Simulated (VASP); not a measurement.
# Which face does Hf expose?, part 4 of 5

Aim: compare the low-index faces of Hf at one level of theory.

VASP 6.6.1; PBEsol; plane waves and PAW (Hf).

So far. Step 4 (Relaxing the slab, 8 atoms, face Hf(0001)): The run ended after 6 ionic steps, 0.146 eV below its first step, once the forces on the free atoms met EDIFFG = -0.03. Step 5 (Potential and states of the slab, 8 atoms, face …): The vacuum level lies 4.46 eV above the Fermi level at the upper face; both faces agree, as the slab has next to no dipole.

## 6. Relaxing the slab, 12 atoms, face Hf(10-10)

System of this step: Hf(10-10). The cell holds 12 atoms: 12 Hf. Cell: a = 3.153 Å, b = 4.979 Å, c = 29.565 Å, α = 90.0°, β = 90.0°, γ = 90.0°. It derives from Hf. 12 layers of hcp Hf, cut at this functional's lattice. Vacuum lies along c.

The input, INCAR:

```
SYSTEM = Hf
PREC = Normal
ENCUT = 320
EDIFF = 1E-05
NELM = 120
ISMEAR = 1
SIGMA = 0.15
LREAL = .FALSE.
ALGO = Fast
GGA = PS
NBANDS = 36
LASPH = .TRUE.
LORBIT = 11
LWAVE = .FALSE.
LCHARG = .FALSE.
KPAR = 4
IBRION = 2
NSW = 40
ISIF = 2
EDIFFG = -0.03
POTIM = 0.4
MAXMIX = 40
```

The input, POSCAR:

```
Hf
1.0
    3.1534839410      0.0000000000      0.0000000000
    0.0000000000      4.9790351659      0.0000000000
    0.0000000000      0.0000000000     29.5653184178
Hf
12
Direct
    0.0000000000      0.0000000000      0.2536756000
    0.5000000000      0.0000000000      0.3460472500
    0.5000000000      0.5000000000      0.2844661500
    0.0000000000      0.0000000000      0.4384189000
    0.0000000000      0.5000000000      0.3768378000
    0.5000000000      0.0000000000      0.5307905500
    0.5000000000      0.5000000000      0.4692094500
    0.0000000000      0.0000000000      0.6231622000
    0.0000000000      0.5000000000      0.5615811000
    0.5000000000      0.0000000000      0.7155338500
    0.5000000000      0.5000000000      0.6539527500
    0.0000000000      0.5000000000      0.7463244000
```

The input, KPOINTS:

```
Automatic mesh
0
Gamma
10 6 1
0 0 0
```

PAW data sets: Hf (PBE family, release 64).

On the command line:

```
$ mpirun -np 4 vasp_std
```

The program printed:

```text
[banner, memory and clock lines left out]
running    4 mpi-ranks, on    1 nodes
 distrk:  each k-point on    1 cores,    4 groups
 distr:  one band on    1 cores,    1 groups

 POSCAR found type information on POSCAR Hf
 POSCAR found :  1 types and      12 ions
 [... a notice as in an earlier step ...]

 LDA part: xc-table for (Slater+PW92), standard interpolation
 POSCAR, INCAR and KPOINTS ok, starting setup
 FFT: planning ... GRIDC
 FFT: planning ... GRID_SOFT
 FFT: planning ... GRID
 WAVECAR not read
 entering main loop
       N       E                     dE             d eps       ncg     rms          rms(c)
DAV:   1     0.621340549013E+02    0.62134E+02   -0.12072E+04  1728   0.684E+02
DAV:   2    -0.108019976758E+03   -0.17015E+03   -0.15611E+03  2328   0.136E+02
DAV:   3    -0.128982277238E+03   -0.20962E+02   -0.19639E+02  2384   0.444E+01
DAV:   4    -0.130869438281E+03   -0.18872E+01   -0.18009E+01  3104   0.108E+01
DAV:   5    -0.130945099926E+03   -0.75662E-01   -0.74194E-01  2988   0.225E+00    0.336E+01
RMM:   6    -0.152991356109E+03   -0.22046E+02   -0.10482E+02  2511   0.203E+01    0.204E+01
RMM:   7    -0.150244573151E+03    0.27468E+01   -0.76037E+01  2034   0.173E+01    0.213E+01
RMM:   8    -0.126573999291E+03    0.23671E+02   -0.22115E+01  1971   0.104E+01    0.756E+00
RMM:   9    -0.126856344566E+03   -0.28235E+00   -0.12583E+01  2519   0.567E+00    0.757E+00
RMM:  10    -0.127937743130E+03   -0.10814E+01   -0.59540E+00  2596   0.276E+00    0.853E+00
RMM:  11    -0.124745374561E+03    0.31924E+01   -0.16183E+00  2000   0.230E+00    0.695E+00
RMM:  12    -0.122425460715E+03    0.23199E+01   -0.13151E+01  2645   0.539E+00    0.315E+00
RMM:  13    -0.122457145038E+03   -0.31684E-01   -0.83221E-01  2377   0.194E+00    0.249E+00
RMM:  14    -0.122484946410E+03   -0.27801E-01   -0.38455E-01  2551   0.962E-01    0.210E+00
RMM:  15    -0.122517729329E+03   -0.32783E-01   -0.18248E-01  2367   0.772E-01    0.165E+00
RMM:  16    -0.122487829249E+03    0.29900E-01   -0.55129E-02  2386   0.499E-01    0.131E+00
RMM:  17    -0.122440871457E+03    0.46958E-01   -0.25965E-02  2297   0.341E-01    0.102E+00
RMM:  18    -0.122406765400E+03    0.34106E-01   -0.39062E-02  2361   0.355E-01    0.742E-01
RMM:  19    -0.122390881798E+03    0.15884E-01   -0.22625E-02  2449   0.253E-01    0.527E-01
RMM:  20    -0.122389702524E+03    0.11793E-02   -0.50721E-03  2144   0.168E-01    0.461E-01
RMM:  21    -0.122379631987E+03    0.10071E-01   -0.19114E-02  2500   0.222E-01    0.257E-01
RMM:  22    -0.122376235365E+03    0.33966E-02   -0.13121E-02  2493   0.176E-01    0.944E-02
RMM:  23    -0.122376018344E+03    0.21702E-03   -0.50783E-03  2504   0.117E-01    0.409E-02
RMM:  24    -0.122376121689E+03   -0.10335E-03   -0.97375E-04  2302   0.626E-02    0.341E-02
RMM:  25    -0.122376273615E+03   -0.15193E-03   -0.75697E-04  2397   0.496E-02    0.573E-02
RMM:  26    -0.122376095383E+03    0.17823E-03   -0.10533E-04  1838   0.316E-02    0.309E-02
RMM:  27    -0.122376100141E+03   -0.47576E-05   -0.54968E-05  1858   0.220E-02
   1 F= -.12237610E+03 E0= -.12237418E+03  d E =-.122376E+03
 curvature:   0.00 expect dE= 0.000E+00 dE for cont linesearch  0.000E+00
 trial: gam= 0.00000 g(F)=  0.367E-01 g(S)=  0.000E+00 ort = 0.000E+00 (trialstep = 0.100E+01)
 search vector abs. value=  0.367E-01
 bond charge predicted
       N       E                     dE             d eps       ncg     rms          rms(c)
DAV:   1    -0.122407921099E+03   -0.31826E-01   -0.15209E+00  2208   0.448E+00    0.424E-01
RMM:   2    -0.122426801662E+03   -0.18881E-01   -0.67421E-02  2083   0.587E-01    0.565E-01
RMM:   3    -0.122415802640E+03    0.10999E-01   -0.13533E-02  1992   0.319E-01    0.382E-01
RMM:   4    -0.122409317465E+03    0.64852E-02   -0.58593E-03  1901   0.210E-01    0.181E-01
RMM:   5    -0.122408524884E+03    0.79258E-03   -0.47201E-03  2256   0.139E-01    0.105E-01
RMM:   6    -0.122408113330E+03    0.41155E-03   -0.32025E-03  2390   0.101E-01    0.274E-02
RMM:   7    -0.122408234020E+03   -0.12069E-03   -0.14487E-03  2436   0.629E-02    0.319E-02
RMM:   8    -0.122408166828E+03    0.67191E-04   -0.17127E-04  1796   0.324E-02    0.886E-03
RMM:   9    -0.122408176847E+03   -0.10018E-04   -0.94702E-05  1715   0.205E-02    0.864E-03
RMM:  10    -0.122408179710E+03   -0.28633E-05   -0.14111E-05  1209   0.107E-02
   2 F= -.12240818E+03 E0= -.12240631E+03  d E =-.320796E-01
[... from here on, the cycles between the ionic steps are left out ...]
   3 F= -.12244738E+03 E0= -.12244456E+03  d E =-.712753E-01
   4 F= -.12244752E+03 E0= -.12244476E+03  d E =-.714224E-01
   5 F= -.12245246E+03 E0= -.12244950E+03  d E =-.493756E-02
   6 F= -.12245414E+03 E0= -.12245081E+03  d E =-.661288E-02
   7 F= -.12245459E+03 E0= -.12245139E+03  d E =-.707017E-02
   8 F= -.12245532E+03 E0= -.12245217E+03  d E =-.726246E-03
   9 F= -.12245593E+03 E0= -.12245290E+03  d E =-.133644E-02
  10 F= -.12245650E+03 E0= -.12245351E+03  d E =-.569285E-03
 ZBRENT: can't locate minimum, use default step
 trial-energy change:   -0.000569  1 .order   -0.000560   -0.000628   -0.000493
 step:   5.5548(harm=  6.4339)  dis= 0.01223  next Energy=  -122.457384 (dE=-0.145E-02)
 bond charge predicted
       N       E                     dE             d eps       ncg     rms          rms(c)
DAV:   1    -0.122457992335E+03   -0.14875E-02   -0.68434E-01  1736   0.308E+00    0.219E-01
RMM:   2    -0.122457213513E+03    0.77882E-03   -0.36413E-03  1749   0.254E-01    0.236E-02
RMM:   3    -0.122457339497E+03   -0.12598E-03   -0.12298E-03  2218   0.961E-02    0.612E-03
RMM:   4    -0.122457389444E+03   -0.49947E-04   -0.26938E-04  2263   0.378E-02    0.521E-03
RMM:   5    -0.122457405138E+03   -0.15694E-04   -0.34225E-05  1327   0.151E-02    0.492E-03
RMM:   6    -0.122457417012E+03   -0.11874E-04   -0.97039E-06  1088   0.968E-03    0.352E-03
RMM:   7    -0.122457425721E+03   -0.87093E-05   -0.64700E-06  1076   0.769E-03
  11 F= -.12245743E+03 E0= -.12245459E+03  d E =-.149659E-02
 curvature:  -6.63 expect dE=-0.862E-03 dE for cont linesearch -0.450E-04
 trial: gam= 0.11826 g(F)=  0.130E-03 g(S)=  0.000E+00 ort = 0.807E-04 (trialstep = 0.222E+01)
 search vector abs. value=  0.163E-03
 reached required accuracy - stopping structural energy minimisation
```

It took 11 min on 4 MPI ranks of AMD EPYC 7R43, shared host; peak memory 1.2 GiB.

Parts of OUTCAR (step 6):

```text
   k-points           NKPTS =     24   k-points in BZ     NKDIM =     24   number of bands    NBANDS=     36

   ENCUT  =  320.0 eV  23.52 Ry    4.85 a.u.   4.60  7.26 43.12*2*pi/ulx,y,z

   NELECT =      48.0000    total number of electrons

 E-fermi :   1.2863

 k-point     1 :       0.0000    0.0000    0.0000
  band No.  band energies     occupation
    ...
     17       0.7168      2.00000
     18       0.7840      2.00002
     19       0.8435      2.00024
     20       0.9121      2.00237
     21       1.1730      1.95520
     22       1.4195     -0.01851
     23       1.6978     -0.00073
     24       1.8826     -0.00000
     25       2.1254     -0.00000
     26       2.1504     -0.00000
    ...

  Total       -5.5885579     -3.0976472     -0.6429444      0.0000000      0.0000000      0.0000000
  in kB      -19.2882115    -10.6911434     -2.2190424      0.0000000      0.0000000      0.0000000
  external PRESSURE =     -10.7327991 kB  Pullay stress =       0.0000000 kB

 POSITION                                       TOTAL-FORCE (eV/Angst)
 -----------------------------------------------------------------------------------
      0.00000      0.00000      7.59659         0.000000      0.000000      0.027505
      1.57674      0.00000     10.17979         0.000000      0.000000      0.015766
      1.57674      2.48952      8.46280         0.000000      0.000000      0.002312
      0.00000      0.00000     12.94011         0.000000      0.000000      0.009961
      0.00000      2.48952     11.15144         0.000000      0.000000     -0.017804
      1.57674      0.00000     15.68778         0.000000      0.000000      0.016055
      1.57674      2.48952     13.87754         0.000000      0.000000     -0.016055
      0.00000      0.00000     18.41387         0.000000      0.000000      0.017804
      0.00000      2.48952     16.62521         0.000000      0.000000     -0.009961
      1.57674      0.00000     21.10252         0.000000      0.000000     -0.002312
      1.57674      2.48952     19.38553         0.000000      0.000000     -0.015766
      0.00000      2.48952     21.96873         0.000000      0.000000     -0.027505
 -----------------------------------------------------------------------------------
    total drift:                               -0.000000      0.000000      0.000000

  FREE ENERGIE OF THE ION-ELECTRON SYSTEM (eV)
  ---------------------------------------------------
  free  energy   TOTEN  =      -122.4574257211 eV

  energy  without entropy=     -122.4489080749  energy(sigma->0) =     -122.45458651

[... 1 part as in an earlier step ...]

[... 15 further parts left out ...]
```

The run keeps the 8 symmetry operations of its start, so it cannot find a distortion of lower symmetry.

The steps of the relaxation:

| step | energy less that of the first step (eV) | largest force (eV/Å) |
| --- | --- | --- |
| 1 | 0.0000 | 0.5123 |
| 2 | -0.0321 | 0.3866 |
| 3 | -0.0713 | 0.1908 |
| 4 | -0.0714 | 0.1854 |
| 5 | -0.0764 | 0.1143 |
| 6 | -0.0780 | 0.0975 |
| 7 | -0.0785 | 0.0647 |
| 8 | -0.0792 | 0.0369 |
| 9 | -0.0798 | 0.0520 |
| 10 | -0.0804 | 0.0401 |
| 11 | -0.0813 | 0.0275 |

The atoms that moved most (Å):

| atom | dx | dy | dz | length |
| --- | --- | --- | --- | --- |
| Hf12 | 0.000 | 0.000 | -0.097 | 0.097 |
| Hf1 | 0.000 | 0.000 | 0.097 | 0.097 |
| Hf10 | 0.000 | 0.000 | -0.052 | 0.052 |
| Hf3 | 0.000 | 0.000 | 0.052 | 0.052 |
| Hf11 | 0.000 | 0.000 | 0.051 | 0.051 |
| Hf2 | 0.000 | 0.000 | -0.051 | 0.051 |
| Hf4 | 0.000 | 0.000 | -0.022 | 0.022 |
| Hf9 | 0.000 | 0.000 | 0.022 | 0.022 |

Final coordinates:

```cif
data_structure
_symmetry_space_group_name_H-M 'P 1'
_symmetry_Int_Tables_number 1
_cell_length_a 3.1535
_cell_length_b 4.9790
_cell_length_c 29.5653
_cell_angle_alpha 90.000
_cell_angle_beta 90.000
_cell_angle_gamma 90.000
_cell_volume 464.21
loop_
_atom_site_label
_atom_site_type_symbol
_atom_site_fract_x
_atom_site_fract_y
_atom_site_fract_z
_atom_site_occupancy
Hf1 Hf 0.00000 0.00000 0.25694 1
Hf2 Hf 0.50000 0.00000 0.34432 1
Hf3 Hf 0.50000 0.50000 0.28624 1
Hf4 Hf 0.00000 0.00000 0.43768 1
Hf5 Hf 0.00000 0.50000 0.37718 1
Hf6 Hf 0.50000 0.00000 0.53061 1
Hf7 Hf 0.50000 0.50000 0.46939 1
Hf8 Hf 0.00000 0.00000 0.62282 1
Hf9 Hf 0.00000 0.50000 0.56232 1
Hf10 Hf 0.50000 0.00000 0.71376 1
Hf11 Hf 0.50000 0.50000 0.65568 1
Hf12 Hf 0.00000 0.50000 0.74306 1
```

This step gave:

```yaml
electronic_cycles: 92
electrons: 48
free_energy_toten: -122.4574 eV
energy_at_zero_smearing: -122.4546 eV
fermi_energy: 1.286 eV
```

The run ended after 11 ionic steps, 0.081 eV below its first step, once the forces on the free atoms met EDIFFG = -0.03.

## 7. Vacuum level and density of states, 12 atoms, face Hf(10-10)

The input, INCAR:

```
SYSTEM = Hf
PREC = Normal
ENCUT = 320
EDIFF = 1E-06
NELM = 120
ISMEAR = 1
SIGMA = 0.15
LREAL = .FALSE.
ALGO = Fast
GGA = PS
NBANDS = 36
LASPH = .TRUE.
LORBIT = 11
LWAVE = .FALSE.
LCHARG = .TRUE.
KPAR = 4
IDIPOL = 3
LDIPOL = .TRUE.
DIPOL = 0.5 0.5 0.5
LVHAR = .TRUE.
LVACPOTAV = .TRUE.
NEDOS = 1500
```

The input, POSCAR:

```
Hf
1.0
    3.1534839410      0.0000000000      0.0000000000
    0.0000000000      4.9790351659      0.0000000000
    0.0000000000      0.0000000000     29.5653184178
Hf
12
Direct
    0.0000000000      0.0000000000      0.2569424470
    0.5000000000      0.0000000000      0.3443151039
    0.5000000000      0.5000000000      0.2862409006
    0.0000000000      0.0000000000      0.4376785892
    0.0000000000      0.5000000000      0.3771799080
    0.5000000000      0.0000000000      0.5306141307
    0.5000000000      0.5000000000      0.4693858693
    0.0000000000      0.0000000000      0.6228200920
    0.0000000000      0.5000000000      0.5623214108
    0.5000000000      0.0000000000      0.7137590994
    0.5000000000      0.5000000000      0.6556848961
    0.0000000000      0.5000000000      0.7430575530
```

KPOINTS is that of step 6.

On the command line:

```
$ mpirun -np 4 vasp_std
```

The program printed:

```text
[... set-up lines as in an earlier step ...]
 entering main loop
       N       E                     dE             d eps       ncg     rms          rms(c)
DAV:   1     0.647291006409E+02    0.64729E+02   -0.12095E+04  1728   0.684E+02
DAV:   2    -0.107994782891E+03   -0.17272E+03   -0.15876E+03  2360   0.137E+02
DAV:   3    -0.128975786674E+03   -0.20981E+02   -0.19721E+02  2372   0.446E+01
DAV:   4    -0.130803245782E+03   -0.18275E+01   -0.17429E+01  3108   0.105E+01
DAV:   5    -0.130874982009E+03   -0.71736E-01   -0.70562E-01  2936   0.223E+00    0.342E+01
RMM:   6    -0.148282054533E+03   -0.17407E+02   -0.10414E+02  2902   0.185E+01    0.204E+01
RMM:   7    -0.160402346502E+03   -0.12120E+02   -0.93978E+01  2561   0.180E+01    0.226E+01
RMM:   8    -0.123434876033E+03    0.36967E+02   -0.18525E+01  2035   0.104E+01    0.662E+00
RMM:   9    -0.122864187794E+03    0.57069E+00   -0.65305E+00  2776   0.552E+00    0.410E+00
RMM:  10    -0.122626536713E+03    0.23765E+00   -0.14875E+00  2596   0.287E+00    0.276E+00
RMM:  11    -0.122578225066E+03    0.48312E-01   -0.56437E-01  2902   0.161E+00    0.175E+00
RMM:  12    -0.122481723783E+03    0.96501E-01   -0.35328E-01  2593   0.116E+00    0.834E-01
RMM:  13    -0.122468723817E+03    0.13000E-01   -0.98469E-02  2601   0.724E-01    0.711E-01
RMM:  14    -0.122460748111E+03    0.79757E-02   -0.45191E-02  2776   0.465E-01    0.378E-01
RMM:  15    -0.122457599474E+03    0.31486E-02   -0.41124E-02  2710   0.392E-01    0.174E-01
RMM:  16    -0.122456906535E+03    0.69294E-03   -0.10619E-02  2862   0.226E-01    0.788E-02
RMM:  17    -0.122457097251E+03   -0.19072E-03   -0.37542E-03  2952   0.106E-01    0.430E-02
RMM:  18    -0.122457313213E+03   -0.21596E-03   -0.90338E-04  2820   0.544E-02    0.400E-02
RMM:  19    -0.122457279747E+03    0.33466E-04   -0.23531E-04  2653   0.351E-02    0.123E-02
RMM:  20    -0.122457265127E+03    0.14620E-04   -0.12491E-04  2791   0.265E-02    0.123E-02
RMM:  21    -0.122457278463E+03   -0.13336E-04   -0.34040E-05  2579   0.140E-02    0.662E-03
RMM:  22    -0.122457336562E+03   -0.58099E-04   -0.17791E-05  2583   0.107E-02    0.525E-03
RMM:  23    -0.122457379412E+03   -0.42850E-04    0.47309E-06  2018   0.745E-03    0.304E-03
RMM:  24    -0.122457399254E+03   -0.19842E-04    0.20649E-05  1898   0.450E-03    0.174E-03
RMM:  25    -0.122457435318E+03   -0.36064E-04    0.25440E-05  1677   0.432E-03    0.817E-04
RMM:  26    -0.122457440321E+03   -0.50031E-05    0.26572E-05  1505   0.286E-03    0.811E-04
RMM:  27    -0.122457440877E+03   -0.55600E-06    0.15182E-05  1368   0.209E-03    0.408E-04
RMM:  28    -0.122457440597E+03    0.28033E-06    0.99065E-06  1217   0.170E-03
 [... a notice as in an earlier step ...]

   1 F= -.12245744E+03 E0= -.12245457E+03  d E =-.860296E-02
```

Wall time 2.6 min (4 MPI ranks); peak memory 1.1 GiB; 11 min of CPU time.

[end of part 4 of 5]

[Lines on the potential files, build, host, timing and source positions are cut from VASP's logs without a mark.]

[Logs are printed without paths, hosts, clocks, repeated set-up lines and the standing remarks that a program may print on its own settings, such as how far it seeks lower states.]

[Hosts, paths, dates, database ids (printed as entryN), source tags and the programs' standing remarks are cut or masked in the printed files.]

[Runs that stopped without an error message from VASP are left out.]
